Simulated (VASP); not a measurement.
# A VASP study of CoNiP (PBEsol + U): structure first, properties next, part 6 of 8

Aim: relax CoNiP, then compute properties on the relaxed cell. The start is a computed cell from the Materials Project.

VASP 6.6.1; PBEsol, DFT+U (Co d 3 eV, Ni d 5 eV), spin-polarised from a ferromagnetic start; plane waves and PAW (Co, Ni, P).

Still holding for the runs below: A U on the itinerant d states of such a compound is hard to justify; it moves the bands at the Fermi level.

So far. Step 5 (Band structure (PBEsol + U)): There is no gap at this level. Step 5 (Band structure (PBEsol + U)): Of the bands kept, 3 cross the Fermi level on this path. The relaxed cell has a = 5.664, c = 3.206 Å (conventional setting).

### Step 6. Total and projected DOS (PBEsol + U)

A density of states needs more k-points than a total energy; ISMEAR = -5 takes tetrahedra, and LORBIT projects the states on the PAW spheres. The mesh is finer than in the run before.

File INCAR:

```
SYSTEM = CoNiP
PREC = Accurate
ENCUT = 400
EDIFF = 1E-06
NELM = 100
ISMEAR = -5
SIGMA = 0.05
LREAL = .FALSE.
ALGO = Normal
GGA = PS
NBANDS = 68
ISPIN = 2
MAGMOM = 2 2 2 1 1 1 0 0 0
LDAU = .TRUE.
LDAUTYPE = 2
LDAUL = 2 2 -1
LDAUU = 3 5 0
LDAUJ = 0 0 0
LDAUPRINT = 1
LASPH = .TRUE.
LMAXMIX = 4
LORBIT = 11
LWAVE = .FALSE.
LCHARG = .FALSE.
KPAR = 8
NEDOS = 2001
```

File POSCAR:

```
CoNiP
1.0
    5.6636925259      0.0000000000      0.0000000000
   -2.8318462629      4.9049016066      0.0000000000
    0.0000000000      0.0000000000      3.2057148945
Co Ni P
3 3 3
Direct
    0.0000000000      0.7384148471      0.0000000000
    0.2615851529      0.2615851529      0.0000000000
    0.7384148471      0.0000000000      0.0000000000
    0.0000000000      0.3958656234      0.5000000000
    0.6041343766      0.6041343766      0.5000000000
    0.3958656234      0.0000000000      0.5000000000
    0.3333333300      0.6666666700      0.0000000000
    0.6666666700      0.3333333300      0.0000000000
    0.0000000000      0.0000000000      0.5000000000
```

File KPOINTS:

```
Automatic mesh
0
Gamma
7 7 10
0 0 0
```

PAW data sets: Co, Ni and P (PBE family, release 64).

Started as:

```bash
> mpirun -np 8 vasp_std
```

What it wrote:

```text
[... set-up lines as in an earlier step ...]
 entering main loop
       N       E                     dE             d eps       ncg     rms          rms(c)
DAV:   1     0.547877846798E+03    0.54788E+03   -0.22754E+04 13072   0.115E+03
DAV:   2     0.224871779428E+02   -0.52539E+03   -0.47468E+03 13056   0.289E+02
DAV:   3    -0.488581813709E+02   -0.71345E+02   -0.65450E+02 14008   0.117E+02
DAV:   4    -0.515827166679E+02   -0.27245E+01   -0.27015E+01 14804   0.245E+01
DAV:   5    -0.516365361376E+02   -0.53819E-01   -0.53796E-01 16064   0.293E+00    0.379E+01
DAV:   6    -0.551315913434E+02   -0.34951E+01   -0.26875E+01 15520   0.812E+01    0.275E+01
DAV:   7    -0.519455012857E+02    0.31861E+01   -0.24461E+01 15704   0.111E+02    0.233E+01
DAV:   8    -0.486269683217E+02    0.33185E+01   -0.69436E+00 15684   0.558E+01    0.795E+00
DAV:   9    -0.485851243692E+02    0.41844E-01   -0.16024E+00 17332   0.168E+01    0.336E+00
DAV:  10    -0.486307410802E+02   -0.45617E-01   -0.59353E-01 15620   0.732E+00    0.189E+00
DAV:  11    -0.486422726638E+02   -0.11532E-01   -0.68533E-02 14872   0.247E+00    0.108E+00
DAV:  12    -0.486487646386E+02   -0.64920E-02   -0.13179E-02 16028   0.766E-01    0.511E-01
DAV:  13    -0.486499826928E+02   -0.12181E-02   -0.19278E-03 14404   0.374E-01    0.243E-01
DAV:  14    -0.486500957228E+02   -0.11303E-03   -0.95147E-04 15332   0.337E-01    0.724E-02
DAV:  15    -0.486501517086E+02   -0.55986E-04   -0.20290E-04 14916   0.968E-02    0.263E-02
DAV:  16    -0.486501538124E+02   -0.21038E-05   -0.40996E-05 14520   0.606E-02    0.134E-02
DAV:  17    -0.486501536830E+02    0.12936E-06   -0.77826E-06 12640   0.184E-02
   1 F= -.48650154E+02 E0= -.48650154E+02  d E =0.000000E+00  mag=    -0.0003
 -----------------------------------------------------------------------------
|                                                                             |
|           W    W    AA    RRRRR   N    N  II  N    N   GGGG   !!!           |
|           W    W   A  A   R    R  NN   N  II  NN   N  G    G  !!!           |
|           W    W  A    A  R    R  N N  N  II  N N  N  G       !!!           |
|           W WW W  AAAAAA  RRRRR   N  N N  II  N  N N  G  GGG   !            |
|           WW  WW  A    A  R   R   N   NN  II  N   NN  G    G                |
|           W    W  A    A  R    R  N    N  II  N    N   GGGG   !!!           |
|                                                                             |
|     Tetrahedron method does not include variations of the Fermi             |
|     occupations, so forces and stress will be inaccurate. We suggest        |
|     using a different smearing scheme ISMEAR = 1 or 2 for metals in         |
|     relaxations.                                                            |
|                                                                             |
 -----------------------------------------------------------------------------
```

The job ended after 76 s (8 MPI ranks of Intel Xeon Platinum 8259CL at 2.50GHz (Skylake/Cascade Lake), shared host; peak memory 3.5 GiB).

From OUTCAR (step 6):

```text
   k-points           NKPTS =     48   k-points in BZ     NKDIM =     48   number of bands    NBANDS=     68

   NELECT =      72.0000    total number of electrons

atom =   1  type =  1  l = 2

 onsite density matrix

spin component  1

  0.8043 -0.0000  0.0161  0.0000  0.0572
 -0.0000  0.7674  0.0000  0.0073 -0.0000
  0.0161  0.0000  0.8296 -0.0000  0.0093
  0.0000  0.0073 -0.0000  0.7758  0.0000
  0.0572 -0.0000  0.0093  0.0000  0.7382

spin component  2

 occupancies and eigenvectors

  o =  0.7052  v = -0.5000  0.0000  0.0000 -0.0000  0.8660  0.0000  0.0000  0.0000  0.0000  0.0000      0.0000  0.0000  0.0000  0.0000  0.0000  0.0000  0.0000  0.0000  0.0000  0.0000
  o =  0.7052  v =  0.0000  0.0000  0.0000  0.0000  0.0000 -0.5000  0.0000  0.0000 -0.0000  0.8660      0.0000  0.0000  0.0000  0.0000  0.0000  0.0000  0.0000  0.0000  0.0000  0.0000
  o =  0.7632  v =  0.0000  0.8660  0.0000 -0.5000 -0.0000  0.0000  0.0000  0.0000  0.0000  0.0000      0.0000  0.0000  0.0000  0.0000  0.0000  0.0000  0.0000  0.0000  0.0000  0.0000
  o =  0.7632  v =  0.0000  0.0000  0.0000  0.0000  0.0000  0.0000  0.8660  0.0000 -0.5000 -0.0000      0.0000  0.0000  0.0000  0.0000  0.0000  0.0000  0.0000  0.0000  0.0000  0.0000
  o =  0.7800  v =  0.0000  0.5000  0.0000  0.8660 -0.0000  0.0000  0.0000  0.0000  0.0000  0.0000      0.0000  0.0000  0.0000  0.0000  0.0000  0.0000  0.0000  0.0000  0.0000  0.0000
  o =  0.7800  v =  0.0000  0.0000  0.0000  0.0000  0.0000  0.0000  0.5000  0.0000  0.8660 -0.0000      0.0000  0.0000  0.0000  0.0000  0.0000  0.0000  0.0000  0.0000  0.0000  0.0000
  o =  0.8144  v =  0.5467 -0.0000 -0.7755 -0.0000  0.3157  0.0000  0.0000  0.0000  0.0000  0.0000      0.0000  0.0000  0.0000  0.0000  0.0000  0.0000  0.0000  0.0000  0.0000  0.0000
  o =  0.8144  v =  0.0000  0.0000  0.0000  0.0000  0.0000  0.5467 -0.0000 -0.7756 -0.0000  0.3156      0.0000  0.0000  0.0000  0.0000  0.0000  0.0000  0.0000  0.0000  0.0000  0.0000
  o =  0.8525  v =  0.6716 -0.0000  0.6313 -0.0000  0.3878  0.0000  0.0000  0.0000  0.0000  0.0000      0.0000  0.0000  0.0000  0.0000  0.0000  0.0000  0.0000  0.0000  0.0000  0.0000
  o =  0.8525  v =  0.0000  0.0000  0.0000  0.0000  0.0000  0.6717 -0.0000  0.6313 -0.0000  0.3878      0.0000  0.0000  0.0000  0.0000  0.0000  0.0000  0.0000  0.0000  0.0000  0.0000

atom =   2  type =  1  l = 2

 onsite density matrix

spin component  1

  0.8043  0.0000 -0.0161  0.0000 -0.0572
  0.0000  0.7674 -0.0000 -0.0073 -0.0000
 -0.0161 -0.0000  0.8296 -0.0000  0.0093
  0.0000 -0.0073 -0.0000  0.7758 -0.0000
 -0.0572 -0.0000  0.0093 -0.0000  0.7382

spin component  2

  0.8043  0.0000 -0.0161 -0.0000 -0.0572
  0.0000  0.7674 -0.0000 -0.0073 -0.0000
 -0.0161 -0.0000  0.8296 -0.0000  0.0093
 -0.0000 -0.0073 -0.0000  0.7758 -0.0000
 -0.0572 -0.0000  0.0093 -0.0000  0.7382

 occupancies and eigenvectors

  o =  0.7052  v = -0.5000  0.0000 -0.0000  0.0000 -0.8660  0.0000  0.0000  0.0000  0.0000  0.0000      0.0000  0.0000  0.0000  0.0000  0.0000  0.0000  0.0000  0.0000  0.0000  0.0000
  o =  0.7052  v =  0.0000  0.0000  0.0000  0.0000  0.0000 -0.5000 -0.0000 -0.0000 -0.0000 -0.8660      0.0000  0.0000  0.0000  0.0000  0.0000  0.0000  0.0000  0.0000  0.0000  0.0000
  o =  0.7632  v = -0.0000 -0.8660  0.0000 -0.5000 -0.0000  0.0000  0.0000  0.0000  0.0000  0.0000      0.0000  0.0000  0.0000  0.0000  0.0000  0.0000  0.0000  0.0000  0.0000  0.0000
  o =  0.7632  v =  0.0000  0.0000  0.0000  0.0000  0.0000  0.0000 -0.8660  0.0000 -0.5000  0.0000      0.0000  0.0000  0.0000  0.0000  0.0000  0.0000  0.0000  0.0000  0.0000  0.0000
  o =  0.7800  v =  0.0000  0.5000 -0.0000 -0.8660  0.0000  0.0000  0.0000  0.0000  0.0000  0.0000      0.0000  0.0000  0.0000  0.0000  0.0000  0.0000  0.0000  0.0000  0.0000  0.0000
  o =  0.7800  v =  0.0000  0.0000  0.0000  0.0000  0.0000 -0.0000  0.5000  0.0000 -0.8660 -0.0000      0.0000  0.0000  0.0000  0.0000  0.0000  0.0000  0.0000  0.0000  0.0000  0.0000
[...]
o =  0.8152  v = -0.0000 -0.0000  0.0000  1.0000 -0.0000  0.0000  0.0000  0.0000  0.0000  0.0000      0.0000  0.0000  0.0000  0.0000  0.0000  0.0000  0.0000  0.0000  0.0000  0.0000
  o =  0.8378  v =  0.0000  1.0000 -0.0000  0.0000  0.0000  0.0000  0.0000  0.0000  0.0000  0.0000      0.0000  0.0000  0.0000  0.0000  0.0000  0.0000  0.0000  0.0000  0.0000  0.0000
  o =  0.8378  v =  0.0000  0.0000  0.0000  0.0000  0.0000  0.0000  1.0000 -0.0000  0.0000  0.0000      0.0000  0.0000  0.0000  0.0000  0.0000  0.0000  0.0000  0.0000  0.0000  0.0000
  o =  0.8951  v =  0.0000  0.0000  0.0000  0.0000  0.0000  0.0000  0.0000  0.2282 -0.0000 -0.9736      0.0000  0.0000  0.0000  0.0000  0.0000  0.0000  0.0000  0.0000  0.0000  0.0000
  o =  0.8951  v =  0.0000  0.0000  0.2282 -0.0000 -0.9736  0.0000  0.0000  0.0000  0.0000  0.0000      0.0000  0.0000  0.0000  0.0000  0.0000  0.0000  0.0000  0.0000  0.0000  0.0000
  o =  0.9094  v =  0.0000  0.0000  0.0000  0.0000  0.0000 -1.0000  0.0000 -0.0000 -0.0000 -0.0000      0.0000  0.0000  0.0000  0.0000  0.0000  0.0000  0.0000  0.0000  0.0000  0.0000
  o =  0.9094  v = -1.0000  0.0000 -0.0000 -0.0000 -0.0000  0.0000  0.0000  0.0000  0.0000  0.0000      0.0000  0.0000  0.0000  0.0000  0.0000  0.0000  0.0000  0.0000  0.0000  0.0000
  o =  0.9466  v =  0.0000  0.0000  0.0000  0.0000  0.0000  0.0000 -0.0000 -0.9736  0.0000 -0.2282      0.0000  0.0000  0.0000  0.0000  0.0000  0.0000  0.0000  0.0000  0.0000  0.0000
  o =  0.9466  v =  0.0000 -0.0000 -0.9736  0.0000 -0.2282  0.0000  0.0000  0.0000  0.0000  0.0000      0.0000  0.0000  0.0000  0.0000  0.0000  0.0000  0.0000  0.0000  0.0000  0.0000

 E-fermi :  11.8616

 spin component 1
 k-point     1 :       0.0000    0.0000    0.0000
  band No.  band energies     occupation
    ...
     34      11.2162      1.00000
     35      11.2457      1.00000
     36      11.2457      1.00000
     37      11.4447      1.08755
     38      11.7360      0.76647
     39      15.8983      0.00000
     40      15.9554      0.00000
     41      15.9554      0.00000
     42      16.4057      0.00000
     43      17.4525      0.00000
    ...

 k-point     2 :       0.1429   -0.0000    0.0000
  band No.  band energies     occupation
    ...
     32      10.9328      1.00000
     33      11.0027      1.00000
     34      11.1981      1.00000
     35      11.2336      1.00000
     36      11.4520      1.00000
     37      11.8831      0.39112
     38      11.9596      0.00186
     39      15.3878      0.00000
     40      15.6494      0.00000
     41      15.7658      0.00000
    ...

  Total        0.0874349      0.0874349      0.1324292      0.0000000     -0.0000000      0.0000000
  in kB        1.5730425      1.5730425      2.3825352      0.0000000     -0.0000000      0.0000000
  external PRESSURE =       1.8428734 kB  Pullay stress =       0.0000000 kB

 POSITION                                       TOTAL-FORCE (eV/Angst)
 -----------------------------------------------------------------------------------
     -2.09108      3.62185      0.00000        -0.005145      0.008912      0.000000
      0.74077      1.28305      0.00000        -0.005145     -0.008912      0.000000
      4.18215      0.00000      0.00000         0.010291     -0.000000      0.000000
     -1.12103      1.94168      1.60286        -0.000560      0.000969     -0.000000
      1.71082      2.96322      1.60286        -0.000560     -0.000969      0.000000
      2.24206      0.00000      1.60286         0.001119     -0.000000      0.000000
     -0.00000      3.26993      0.00000        -0.000000     -0.000000      0.000000
      2.83185      1.63497      0.00000        -0.000000     -0.000000      0.000000
      0.00000      0.00000      1.60286        -0.000000     -0.000000      0.000000
 -----------------------------------------------------------------------------------
    total drift:                               -0.000005     -0.000009      0.000000

  FREE ENERGIE OF THE ION-ELECTRON SYSTEM (eV)
  ---------------------------------------------------
  free  energy   TOTEN  =       -48.6501536830 eV

  energy  without entropy=      -48.6501536830  energy(sigma->0) =      -48.65015368

 magnetization (x)
# of ion       s       p       d       tot
------------------------------------------
    1       -0.000  -0.000  -0.000  -0.000
    2       -0.000  -0.000  -0.000  -0.000
    3       -0.000  -0.000  -0.000  -0.000
    4        0.000   0.000   0.000   0.000
    5        0.000   0.000   0.000   0.000
    6        0.000   0.000   0.000   0.000
    7        0.000   0.000   0.000   0.000
    8        0.000   0.000   0.000   0.000
    9        0.000  -0.000   0.000  -0.000
--------------------------------------------------
tot         -0.000  -0.000  -0.000  -0.000

[... 6 parts as in an earlier step ...]

[... 15 further parts left out ...]
```

With tetrahedra the forces and stress of a metal are not exact derivatives of the energy.

Numbers from this step:

```yaml
scf_cycles: 17
irreducible_k_points: 48
free_energy_toten: -48.65 eV
fermi_energy: 11.86 eV
pressure: 0.1843 GPa
dos_at_the_fermi_level: 1.957 states/eV/cell
```

The density of states has structure finer than the step of the table below, so its rows give means over 0.5 eV, whole bins alone (the curve runs from -12.0 to 5.75 eV). Peaks (eV: height): total -3.50: 18.8, -3.35: 18.4, -2.41: 28.6, -1.40: 19.2; Ni d -3.50: 9.75, -3.35: 9.88, -2.26: 13.8, -1.64: 7.27; Co d -2.41: 12.8, -1.40: 10.7, -0.62: 11.0, -0.39: 7.21; P p -5.37: 1.99, -5.13: 2.37, 2.48: 1.18, 2.80: 1.09; Co p -5.37: 0.528, -5.13: 0.601, -3.50: 0.837, -3.35: 0.638.

States under -12.0 eV and over 5.8 eV are left out; both spin channels agree and are summed. Density of states against energy, zero at the Fermi level; means over each step; 7 of 9 lines; values in states/eV/cell:

```tsv
energy (eV)	total	Ni d	Co d	P p	Co p	Ni p	Co s
-11.5	2.90	0.158	0.186	0.0107	0.179	0.150	0.0917
-11.0	0.911	0.0942	0.0633	0.00253	0.0517	0.0257	0.0201
-10.5	0.00132	1.8e-4	1.1e-4	0	7.8e-5	1.0e-5	3.4e-6
-10.0	0	0	0	0	0	0	0
-9.5	0	0	0	0	0	0	0
-9.0	0	0	0	0	0	0	0
-8.5	0	0	0	0	0	0	0
-8.0	0.725	0.0628	0.0674	0.148	0.0352	0.0203	0.135
-7.5	3.81	0.364	0.416	0.763	0.183	0.119	0.476
-7.0	4.15	0.507	0.553	0.806	0.205	0.140	0.343
-6.5	2.82	0.455	0.523	0.544	0.108	0.108	0.149
-6.0	3.40	0.479	0.664	0.717	0.222	0.197	0.202
-5.5	7.07	1.53	1.52	1.46	0.359	0.423	0.198
-5.0	8.10	2.39	1.91	1.57	0.355	0.315	0.0873
-4.5	5.27	1.83	1.23	0.939	0.228	0.142	0.0577
-4.0	5.32	2.68	1.37	0.184	0.152	0.107	0.0436
-3.5	15.8	8.26	4.39	0.286	0.548	0.344	0.108
-3.0	7.48	4.09	2.16	0.135	0.184	0.134	0.0329
-2.5	13.0	6.73	4.96	0.222	0.147	0.105	0.0199
-2.0	16.4	9.36	5.45	0.274	0.164	0.218	0.0178
-1.5	16.2	6.13	8.51	0.214	0.168	0.208	0.0427
-1.0	9.55	3.28	5.14	0.178	0.169	0.168	0.0412
-0.5	11.3	3.53	6.52	0.244	0.215	0.166	0.0396
0.0	2.42	0.670	1.20	0.136	0.103	0.0827	0.0103
0.5	1.47	0.358	0.753	0.103	0.0495	0.0468	0.0109
1.0	4.23	1.19	1.78	0.405	0.147	0.128	0.0932
1.5	3.48	0.869	1.41	0.388	0.127	0.0985	0.0627
2.0	4.22	0.985	1.52	0.589	0.180	0.112	0.109
2.5	4.96	1.09	1.59	0.913	0.246	0.156	0.109
3.0	3.18	0.637	0.988	0.688	0.181	0.107	0.0523
3.5	1.47	0.244	0.465	0.373	0.0881	0.0407	0.0155
4.0	1.07	0.0968	0.339	0.171	0.0419	0.0307	0.00706
4.5	1.48	0.112	0.361	0.0855	0.0567	0.0784	0.0353
5.0	1.17	0.104	0.236	0.0702	0.0661	0.0918	0.0393
5.5	2.31	0.247	0.405	0.116	0.171	0.171	0.164
```

The finer mesh and the other smearing move the Fermi level by -0.02 eV from the 5×5×7 run, a small shift, which tests the Fermi level alone. Of the states within 0.3 eV of the Fermi level, the largest shares in the PAW spheres are Co d 49 %, Ni d 28 % and P p 6 %. The rest lies in smaller channels or between the spheres.

[end of part 6 of 8]

[Lines on the potential files, build, host, timing and source positions are cut from VASP's logs without a mark.]

[Logs are printed without paths, hosts, clocks, repeated set-up lines and the standing remarks that a program may print on its own settings, such as how far it seeks lower states.]

[Hosts, paths, dates, database ids (printed as entryN), source tags and the programs' standing remarks are cut or masked in the printed files.]

[A measured line is paired with the nearest computed mode of its activity, which favours agreement.]
